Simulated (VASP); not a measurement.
```
Na
1.0
   -2.10483     2.10483     2.10483
    2.10483    -2.10483     2.10483
    2.10483     2.10483    -2.10483
Na
1
Direct
  0.00000   0.00000   0.00000
```

Calculation: r2SCAN meta-GGA, VASP's PBE PAW potentials (set 64) (plane waves; VASP). Run with 520 eV cut-off, 12×12×12 Γ-centred mesh, first-order Methfessel-Paxton smearing of 0.10 eV, potentials Na_pv.

Task: The job: Na (bcc), 1 atom, r2SCAN, static run, 520 eV, 12×12×12 Γ-centred mesh. Roughly how much core time does it take on a busy server core?

Result: About 60 core-seconds (one run on a shared machine, a rough figure). It had 72 irreducible k-points, 7 bands, up to 1048 plane waves and 33 electronic steps.

The compound is Na in the bcc structure. This cell is one point of a volume scan, at 0.97 of the reference volume.
